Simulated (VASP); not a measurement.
Sn₂GeTe₃ (space group P-3m1): the band gap from VASP (plane waves, PAW) at several levels of theory. Gaps are without spin-orbit coupling. Each level names its cell: its own relaxed one, PBE's, or the starting one. A gap is the smallest over the k-mesh and a band path; hybrids may have named points in place of the path, and GW has the mesh alone.

| level | band gap (eV) |
|---|---|
| PBEsol (own cell) | 0 (metallic) |
| r2SCAN (own cell) | 0.13 |
| HSE06 (PBE cell) | 0.30 |

The cell of the PBEsol (own cell) run:

```
CELL_PARAMETERS angstrom
      4.34351     0.00000     0.00000
     -2.17175     3.76159     0.00000
      0.00000     0.00000    10.75133
ATOMIC_POSITIONS crystal
  Sn 0.33333 0.66667 0.82548
  Sn 0.66667 0.33333 0.17452
  Ge 0.00000 0.00000 0.50000
  Te 0.33333 0.66667 0.34935
  Te 0.66667 0.33333 0.65065
  Te 0.00000 0.00000 0.00000
```

Only levels that ran to the end are used. Left out are those held back, those with too coarse a band path, GW runs whose mesh misses a band edge, hybrids' fits of cells that aren't cubic and levels without matching references; a question may draw on a part of the rest.

The structure comes from a computed database's Sn2GeTe3 entry (P-3m1); how it stands against other phases isn't given here.
